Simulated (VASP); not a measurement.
All values below come from PBE GGA, VASP's PBE PAW potentials (set 64) (plane waves; VASP).

Input for VASP

File POSCAR:
```
PbO monolayer
1
    4.0603086002     0.0000000000     0.0000000000
    0.0000000000     4.0603086002     0.0000000000
    0.0000000000     0.0000000000    20.3130595675
Pb O
2 2
Direct
  0.5000000000   0.0000000000   0.4357440000
  0.0000000000   0.5000000000   0.5642560000
  0.5000000000   0.5000000000   0.5000000000
  0.0000000000   0.0000000000   0.5000000000
```

**INCAR**
```
LREAL = F   # projection in real space or not
GGA = PE
ENCUT = 500
IBRION = 2   # conjugate gradients
LWAVE = T
SYSTEM = PbO monolayer
LASPH = T   # aspherical one-centre terms
EDIFF = 1E-5   # SCF stop (eV)
SIGMA = 0.05   # width (eV)
LMAXMIX = 4   # l cut-off of mixed one-centre charges
ISMEAR = 0   # Gaussian
PREC = Normal
LCHARG = F
NSW = 50
ISIF = 4   # ions and shape, fixed volume
ALGO = Normal   # blocked Davidson
NELM = 100   # most electronic steps
EDIFFG = -0.03   # ionic stop
NELMIN = 4
```

KPOINTS:
```
Automatic mesh
0
Gamma
12 12 1
0 0 0
```

POTCAR, in this order: Pb_d O (PBE.64 set). Program: vasp_std.

What VASP printed:

### OSZICAR
```
...
DAV:   8    -0.213719477217E+02    0.60984E-01   -0.19976E+00  2096   0.103E+01    0.215E+00
DAV:   9    -0.212803797554E+02    0.91568E-01   -0.51570E-01  2168   0.583E+00    0.497E-01
DAV:  10    -0.212939738678E+02   -0.13594E-01   -0.52476E-02  1920   0.168E+00    0.324E-01
DAV:  11    -0.212868335311E+02    0.71403E-02   -0.53563E-02  2312   0.163E+00    0.255E-01
DAV:  12    -0.212872650723E+02   -0.43154E-03   -0.89010E-03  1848   0.103E+00    0.812E-02
DAV:  13    -0.212876636973E+02   -0.39862E-03   -0.37216E-03  1632   0.311E-01    0.784E-02
DAV:  14    -0.212885525737E+02   -0.88888E-03   -0.87098E-04  1800   0.280E-01    0.355E-02
DAV:  15    -0.212888838581E+02   -0.33128E-03   -0.17878E-04  1648   0.799E-02    0.913E-03
DAV:  16    -0.212891312684E+02   -0.24741E-03   -0.33263E-05  1312   0.302E-02    0.105E-02
DAV:  17    -0.212891811544E+02   -0.49886E-04   -0.32978E-05  1408   0.444E-02    0.737E-03
DAV:  18    -0.212891966697E+02   -0.15515E-04   -0.97697E-06  1168   0.306E-02    0.116E-03
DAV:  19    -0.212892129599E+02   -0.16290E-04   -0.37256E-06  1192   0.143E-02    0.382E-03
DAV:  20    -0.212892185431E+02   -0.55832E-05   -0.22919E-06  1184   0.116E-02
   1 F= -.21289219E+02 E0= -.21289219E+02  d E =-.212892E+02
       N       E                     dE             d eps       ncg     rms          rms(c)
DAV:   1    -0.214093923464E+02   -0.12018E+00   -0.85534E+01  1832   0.588E+01    0.170E+00
DAV:   2    -0.214739676949E+02   -0.64575E-01   -0.14797E+00  1832   0.105E+01    0.106E+00
DAV:   3    -0.214531176534E+02    0.20850E-01   -0.10051E-01  2000   0.281E+00    0.420E-01
DAV:   4    -0.214469230104E+02    0.61946E-02   -0.14586E-02  2056   0.144E+00    0.104E-01
DAV:   5    -0.214473664538E+02   -0.44344E-03   -0.23324E-03  1584   0.492E-01    0.545E-02
DAV:   6    -0.214479050385E+02   -0.53858E-03   -0.46968E-04  1952   0.282E-01    0.203E-02
DAV:   7    -0.214481690529E+02   -0.26401E-03   -0.18622E-04  2056   0.146E-01    0.143E-02
DAV:   8    -0.214487626262E+02   -0.59357E-03   -0.26077E-04  1288   0.835E-02    0.113E-02
DAV:   9    -0.214490672403E+02   -0.30461E-03   -0.92404E-05  1360   0.439E-02    0.411E-03
DAV:  10    -0.214492024837E+02   -0.13524E-03   -0.34407E-05  1192   0.229E-02    0.291E-03
DAV:  11    -0.214492521283E+02   -0.49645E-04   -0.11110E-05  1144   0.159E-02    0.141E-03
DAV:  12    -0.214492643681E+02   -0.12240E-04   -0.47060E-06  1160   0.105E-02    0.899E-04
DAV:  13    -0.214492663537E+02   -0.19856E-05   -0.64493E-07  1216   0.671E-03
   2 F= -.21449266E+02 E0= -.21449266E+02  d E =-.160048E+00
       N       E                     dE             d eps       ncg     rms          rms(c)
DAV:   1    -0.214437517800E+02    0.55126E-02   -0.99846E+00  1592   0.184E+01    0.613E-01
DAV:   2    -0.214631679356E+02   -0.19416E-01   -0.30060E-01  2104   0.510E+00    0.368E-01
DAV:   3    -0.214602396771E+02    0.29283E-02   -0.64155E-03  2048   0.775E-01    0.170E-01
DAV:   4    -0.214591577839E+02    0.10819E-02   -0.20071E-03  2056   0.614E-01    0.341E-02
DAV:   5    -0.214592109833E+02   -0.53199E-04   -0.35888E-04  1624   0.211E-01    0.189E-02
DAV:   6    -0.214593291138E+02   -0.11813E-03   -0.80087E-05  1640   0.137E-01    0.854E-03
DAV:   7    -0.214593713051E+02   -0.42191E-04   -0.19674E-05  1208   0.586E-02    0.506E-03
DAV:   8    -0.214595174429E+02   -0.14614E-03   -0.43536E-05  1192   0.429E-02    0.362E-03
DAV:   9    -0.214595898232E+02   -0.72380E-04   -0.15770E-05  1224   0.371E-02    0.219E-03
DAV:  10    -0.214596387194E+02   -0.48896E-04   -0.12830E-05  1072   0.136E-02    0.107E-03
DAV:  11    -0.214596446523E+02   -0.59330E-05   -0.12227E-06  1280   0.111E-02
   3 F= -.21459645E+02 E0= -.21459645E+02  d E =-.170426E+00
       N       E                     dE             d eps       ncg     rms          rms(c)
DAV:   1    -0.214594989955E+02    0.13972E-03   -0.60019E-02  1504   0.142E+00    0.489E-02
DAV:   2    -0.214596706377E+02   -0.17164E-03   -0.23932E-03  2176   0.528E-01    0.281E-02
DAV:   3    -0.214596555601E+02    0.15078E-04   -0.31748E-05  1304   0.629E-02    0.137E-02
DAV:   4    -0.214596493002E+02    0.62599E-05   -0.20402E-05  1224   0.427E-02
   4 F= -.21459649E+02 E0= -.21459649E+02  d E =-.170431E+00
       N       E                     dE             d eps       ncg     rms          rms(c)
DAV:   1    -0.214689595447E+02   -0.93040E-02   -0.78386E-01  1432   0.690E+00    0.488E-01
DAV:   2    -0.214654589602E+02    0.35006E-02   -0.31250E-02  1760   0.198E+00    0.292E-01
DAV:   3    -0.214627072837E+02    0.27517E-02   -0.58935E-03  1928   0.855E-01    0.607E-02
DAV:   4    -0.214627013031E+02    0.59806E-05   -0.13459E-03  1872   0.339E-01    0.344E-02
DAV:   5    -0.214626576506E+02    0.43652E-04   -0.21640E-04  2016   0.129E-01    0.128E-02
DAV:   6    -0.214626645362E+02   -0.68855E-05   -0.33034E-05  1216   0.631E-02
   5 F= -.21462665E+02 E0= -.21462665E+02  d E =-.301524E-02
       N       E                     dE             d eps       ncg     rms          rms(c)
DAV:   1    -0.215228807722E+02   -0.60223E-01   -0.70760E+00  1440   0.208E+01    0.146E+00
DAV:   2    -0.214911202117E+02    0.31761E-01   -0.26578E-01  1592   0.551E+00    0.870E-01
DAV:   3    -0.214672362137E+02    0.23884E-01   -0.59780E-02  1936   0.254E+00    0.202E-01
DAV:   4    -0.214672557151E+02   -0.19501E-04   -0.17145E-02  1984   0.118E+00    0.137E-01
DAV:   5    -0.214666520443E+02    0.60367E-03   -0.29316E-03  2192   0.456E-01    0.438E-02
DAV:   6    -0.214666203128E+02    0.31732E-04   -0.63846E-04  2128   0.234E-01    0.328E-02
DAV:   7    -0.214666101490E+02    0.10164E-04   -0.73540E-05  1656   0.879E-02    0.142E-02
DAV:   8    -0.214666838484E+02   -0.73699E-04   -0.88875E-05  1416   0.601E-02    0.644E-03
DAV:   9    -0.214668070805E+02   -0.12323E-03   -0.35117E-05  1288   0.358E-02    0.912E-03
DAV:  10    -0.214668608942E+02   -0.53814E-04   -0.99744E-06  1184   0.348E-02    0.256E-03
DAV:  11    -0.214669068877E+02   -0.45994E-04   -0.10884E-05  1072   0.190E-02    0.494E-03
DAV:  12    -0.214669101574E+02   -0.32697E-05   -0.17009E-06  1176   0.172E-02
   6 F= -.21466910E+02 E0= -.21466910E+02  d E =-.726086E-02
       N       E                     dE             d eps       ncg     rms          rms(c)
DAV:   1    -0.214670744411E+02   -0.16755E-03   -0.17239E-02  1720   0.103E+00    0.734E-02
DAV:   2    -0.214669898078E+02    0.84633E-04   -0.71223E-04  2032   0.302E-01    0.435E-02
DAV:   3    -0.214669358608E+02    0.53947E-04   -0.88317E-05  2024   0.116E-01    0.109E-02
DAV:   4    -0.214669317824E+02    0.40783E-05   -0.92101E-06  1256   0.378E-02
   7 F= -.21466932E+02 E0= -.21466932E+02  d E =-.728248E-02
       N       E                     dE             d eps       ncg     rms          rms(c)
DAV:   1    -0.214674419963E+02   -0.50614E-03   -0.68365E-02  1440   0.204E+00    0.143E-01
DAV:   2    -0.214671352693E+02    0.30673E-03   -0.26502E-03  1896   0.590E-01    0.858E-02
DAV:   3    -0.214668907384E+02    0.24453E-03   -0.53820E-04  1928   0.261E-01    0.181E-02
DAV:   4    -0.214668918560E+02   -0.11175E-05   -0.13232E-04  1752   0.110E-01    0.995E-03
DAV:   5    -0.214668875346E+02    0.43213E-05   -0.16070E-05  1096   0.400E-02
   8 F= -.21466888E+02 E0= -.21466888E+02  d E =-.723823E-02
       N       E                     dE             d eps       ncg     rms          rms(c)
DAV:   1    -0.214695799523E+02   -0.26881E-02   -0.57218E-01  1584   0.533E+00    0.343E-01
DAV:   2    -0.214684405907E+02    0.11394E-02   -0.25196E-02  2072   0.164E+00    0.204E-01
DAV:   3    -0.214672619431E+02    0.11786E-02   -0.20935E-03  2040   0.493E-01    0.601E-02
DAV:   4    -0.214671312102E+02    0.13073E-03   -0.36808E-04  2072   0.185E-01    0.143E-02
DAV:   5    -0.214671288245E+02    0.23857E-05   -0.30740E-05  1360   0.501E-02
   9 F= -.21467129E+02 E0= -.21467129E+02  d E =-.241290E-03
```

### OUTCAR
```
------------------------ aborting loop because EDIFF is reached ----------------------------------------
  FORCE on cell =-STRESS in cart. coord.  units (eV):
  Direction    XX          YY          ZZ          XY          YZ          ZX
  --------------------------------------------------------------------------------------
  Total       -0.0424574     -0.0424574     -0.0759581      0.0000000      0.0000000     -0.0000000
  in kB       -0.2031283     -0.2031283     -0.3634054      0.0000000      0.0000000     -0.0000000
  external PRESSURE =      -0.2565540 kB  Pullay stress =       0.0000000 kB
  volume of cell :      334.88
      direct lattice vectors                 reciprocal lattice vectors
     4.048283694  0.000000000 -0.000000000     0.247018261  0.000000000  0.000000000
     0.000000000  4.048283694 -0.000000000     0.000000000  0.247018261  0.000000000
    -0.000000000 -0.000000000 20.433913458     0.000000000  0.000000000  0.048938252
 POSITION                                       TOTAL-FORCE (eV/Angst)
 -----------------------------------------------------------------------------------
      2.02414     -0.00000      9.01785        -0.000000     -0.000000      0.016076
     -0.00000      2.02414     11.41606         0.000000      0.000000     -0.016076
      2.02414      2.02414     10.21696        -0.000000     -0.000000      0.000000
      4.04828     -0.00000     10.21696         0.000000      0.000000      0.000000
 -----------------------------------------------------------------------------------
    total drift:                                0.000000      0.000000     -0.000000
  FREE ENERGIE OF THE ION-ELECTRON SYSTEM (eV)
  ---------------------------------------------------
  free  energy   TOTEN  =       -21.4671288245 eV

  energy  without entropy=      -21.4671288245  energy(sigma->0) =      -21.46712882

 reached required accuracy - stopping structural energy minimisation
```
(Selected blocks of OUTCAR.)

### CONTCAR
```
PbO monolayer
   1.00000000000000
     4.0482836937351818    0.0000000000000000   -0.0000000000000000
     0.0000000000000000    4.0482836937351818   -0.0000000000000000
    -0.0000000000000000   -0.0000000000000000   20.4339134577967130
  Pb              O
     2     2
Direct
     0.5000000000000000    0.0000000000000000    0.4413177818380347
     0.0000000000000000    0.5000000000000000    0.5586822181619653
     0.5000000000000000    0.5000000000000000    0.5000000000000000
     1.0000000000000000    0.0000000000000000    0.5000000000000000
```

**OUTCAR**
```
 val. band max:       -2.3524495369   @ k =   0.0000   0.0000   0.0000

 cond. band min:       0.1402665136   @ k =   0.0000   0.0000   0.0000


 Fermi energy:        -2.1139615718

 k-point     1 :       0.0000    0.0000    0.0000
  band No.  band energies     occupation
      1     -19.8538      2.00000
      2     -19.4515      2.00000
      3     -17.8168      2.00000
      4     -17.8168      2.00000
      5     -17.7815      2.00000
      6     -17.7741      2.00000
      7     -17.7009      2.00000
      8     -17.6773      2.00000
      9     -17.6773      2.00000
     10     -17.6584      2.00000
     11     -17.6401      2.00000
     12     -16.3342      2.00000
     13      -9.5193      2.00000
     14      -7.4528      2.00000
     15      -5.7825      2.00000
     16      -5.7825      2.00000
     17      -3.4268      2.00000
     18      -3.3792      2.00000
     19      -3.3792      2.00000
     20      -2.3524      2.00000
     21       0.1403      0.00000
     22       0.1508      0.00000
     23       2.0514      0.00000
     24       2.2064      0.00000

 k-point     2 :       0.0833    0.0000    0.0000
  band No.  band energies     occupation
      1     -19.8425      2.00000
      2     -19.4553      2.00000
      3     -17.8161      2.00000
      4     -17.8138      2.00000
      5     -17.7780      2.00000
      6     -17.7702      2.00000
      7     -17.7099      2.00000
      8     -17.6824      2.00000
      9     -17.6709      2.00000
     10     -17.6409      2.00000
     11     -17.6335      2.00000
     12     -16.3516      2.00000
     13      -9.5141      2.00000
     14      -7.5063      2.00000
     15      -5.7944      2.00000
     16      -5.7448      2.00000
     17      -3.5878      2.00000
     18      -3.4245      2.00000
     19      -3.3172      2.00000
     20      -2.3570      2.00000
     21       0.2673      0.00000
     22       0.2962      0.00000
     23       2.1154      0.00000
     24       2.2787      0.00000
...
```

Unless said otherwise, spin-orbit coupling is left out, though it shifts the bands of the heavy elements here.

The cell is a sheet with vacuum, built from PbO (litharge).
